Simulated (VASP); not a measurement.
OSZICAR of a VASP run on K (bcc):

OSZICAR:
```
       N       E                     dE             d eps       ncg     rms          rms(c)
DAV:   1     0.860042641944E+02    0.86004E+02   -0.55506E+03  1680   0.690E+03
DAV:   2     0.118655667554E+02   -0.74139E+02   -0.73021E+02  1664   0.634E+02
DAV:   3     0.286895055533E+01   -0.89966E+01   -0.89919E+01  1584   0.268E+02
DAV:   4     0.185668479524E+01   -0.10123E+01   -0.10119E+01  1760   0.134E+02
DAV:   5     0.162347745067E+01   -0.23321E+00   -0.23310E+00  1728   0.554E+01    0.107E+02
DAV:   6    -0.964142313480E+00   -0.25876E+01   -0.12138E+02   912   0.224E+02    0.416E+01
DAV:   7    -0.178718490051E+01   -0.82304E+00   -0.19160E+00  1640   0.114E+01    0.284E+01
DAV:   8    -0.161199851610E+01    0.17519E+00   -0.78238E-02  1352   0.299E+00    0.243E+01
DAV:   9    -0.162327544508E+01   -0.11277E-01   -0.21575E-02  1280   0.205E+00    0.162E+01
DAV:  10    -0.164714313986E+01   -0.23868E-01   -0.23396E-02  1032   0.207E+00    0.909E+00
DAV:  11    -0.166519114480E+01   -0.18048E-01   -0.33610E-02  1032   0.288E+00    0.344E+00
DAV:  12    -0.164256275989E+01    0.22628E-01   -0.92641E-01   896   0.274E+01    0.210E+00
DAV:  13    -0.166591693828E+01   -0.23354E-01   -0.21550E-01   896   0.561E+00    0.571E-01
DAV:  14    -0.167165554597E+01   -0.57386E-02   -0.12575E-02   904   0.141E+00    0.991E-01
DAV:  15     0.211684609858E+02    0.22840E+02   -0.10159E+04   896   0.221E+05    0.154E+00
DAV:  16    -0.164626943975E+01   -0.22815E+02   -0.75945E+01   896   0.103E+04    0.464E-01
DAV:  17    -0.164486683826E+01    0.14026E-02   -0.30826E-01  1792   0.203E+01    0.817E-02
DAV:  18    -0.166135351846E+01   -0.16487E-01   -0.11081E-01  1784   0.539E+00    0.131E-01
DAV:  19    -0.166225315120E+01   -0.89963E-03   -0.86824E-04  1792   0.305E+00    0.123E-01
DAV:  20    -0.167387521742E+01   -0.11622E-01   -0.12274E-01   896   0.426E+00    0.453E-02
DAV:  21    -0.167403524483E+01   -0.16003E-03   -0.18103E-04  1528   0.115E-01    0.354E-02
DAV:  22    -0.167403692958E+01   -0.16847E-05   -0.12349E-06  1376   0.132E-02    0.348E-02
DAV:  23    -0.167404470173E+01   -0.77721E-05   -0.17677E-05  1128   0.596E-02    0.176E-02
DAV:  24    -0.167406909890E+01   -0.24397E-04   -0.10164E-05   992   0.360E-02    0.711E-03
DAV:  25    -0.167406789573E+01    0.12032E-05   -0.22739E-06  1112   0.224E-02    0.674E-03
DAV:  26    -0.167406583788E+01    0.20578E-05   -0.48132E-07  1152   0.111E-02    0.822E-03
DAV:  27    -0.167406764147E+01   -0.18036E-05   -0.14608E-06   984   0.143E-02    0.105E-02
DAV:  28    -0.167406780790E+01   -0.16643E-06   -0.27800E-07   960   0.713E-03    0.105E-02
DAV:  29    -0.167406788280E+01   -0.74902E-07   -0.46735E-07   992   0.918E-03
   1 F= -.16740679E+01 E0= -.16740679E+01  d E =0.000000E+00
       N       E                     dE             ncg
       N       E                     dE             ncg
```

Question: Which electronic solver shows in the log?

Answer: It is blocked Davidson (ALGO = Normal, or the opening steps of other solvers). The INCAR had ALGO = Normal.

Question: Can the final energy be trusted as converged?

Answer: The calculation finished and met its thresholds. It stopped with EDIFF = 1E-7, NELM = 100 (revTPSS meta-GGA, plane waves, VASP's PBE PAW potentials (set 64)).

The compound is K in the bcc structure. It was relaxed first.
